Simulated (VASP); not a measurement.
Input of a VASP 6.6.1 run:

INCAR

```
PREC = Accurate ; ENCUT = 520
EDIFF = 1E-6 ; ISMEAR = 0
SIGMA = 0.03 ; LREAL = False
LASPH = True ; NELM = 150
ALGO = Normal ; ISIF = 2
LWAVE = False ; LCHARG = False
METAGGA = R2SCAN ; LMIXTAU = True
KPAR = 8
```

The input KPOINTS:

```
Automatic mesh
0
Gamma
  10 10 10
```

File POSCAR:

```
Be3Te2Se                                
1.0
   -1.9509797001      1.9509797001      8.2474091798
    1.9509797001     -1.9509797001      8.2474091798
    1.9509797001      1.9509797001     -8.2474091798
  Be              Te              Se            
     3     2     1
Direct
     0.7500000000000000    0.2500000000000000    0.5000000000000000
     0.0745496425225719    0.5745496425225719    0.5000000000000000
     0.4254503574774281    0.9254503574774281    0.5000000000000000
     0.6625441541585328    0.6625441541585328    0.0000000000000000
     0.3374558458414673    0.3374558458414673    0.0000000000000000
     0.0000000000000000    0.0000000000000000    0.0000000000000000
```

Potentials or basis: VASP PAW PBE potentials, release 64 (Be, Te, Se).

Command:

```console
$ cat potpaw_PBE.64/Be/POTCAR potpaw_PBE.64/Te/POTCAR potpaw_PBE.64/Se/POTCAR > POTCAR
$ mpirun -np 8 vasp_std > vasp.out
```

Task: Predict the largest force.

Result: 0.012 eV/Å.

Task: What does it give for the pressure?

Result: -0.3 GPa.

Task: Estimate the band gap on the k mesh.

Result: 2.42 eV, indirect (least direct gap 2.52 eV).

Forces in eV/Å, atoms in the order of the input:
```
Be   0.000  0.000  0.000
Be   0.000  0.000 -0.006
Be   0.000  0.000  0.006
Te   0.000  0.000 -0.012
Te   0.000  0.000  0.012
Se   0.000  0.000  0.000
```

Caveat: the PAW data sets were made with another functional, which shifts forces and pressure a little; spin-orbit coupling is left out, which moves the levels of the heavy elements. r2SCAN opens gaps a little over a GGA but as a rule still falls short of measured ones.
